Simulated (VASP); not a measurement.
Here is the system:

```yaml
crystal:
  lattice:
    - [0.00000, 1.80386, 1.80386]
    - [1.80386, 0.00000, 1.80386]
    - [1.80386, 1.80386, 0.00000]
  atoms:
    - { symbol: B, position: [0.00000, 0.00000, 0.00000] }
    - { symbol: N, position: [0.25000, 0.25000, 0.25000] }
```

Level of theory: PBEsol GGA, VASP's PBE PAW potentials (set 64) (plane waves; VASP). Run with 520 eV cut-off, Gaussian smearing of 0.050 eV, potentials B N.

### Question
Give the energies of bands 2 to 7 at the high-symmetry points, in eV from the valence-band maximum.

### Answer

```
band     Γ      X      U       L      W
----  ----  -----  -----  ------  -----
2     0.00  -9.00  -8.19  -10.83  -7.62
3     0.00  -4.97  -7.81   -1.96  -7.09
4     0.00  -4.97  -4.13   -1.96  -6.63
5     8.79   4.28   6.77   10.17   9.46
6     8.79   9.12  12.82   10.65  13.33
7     8.79  17.97  15.85   10.65  14.37
```

The gap is indirect, 4.28 eV, from the valence maximum at Γ to the conduction minimum at X.

The structure was generated: BN was put into the zinc blende type (F-43m), which need not be its known phase. It was relaxed first.
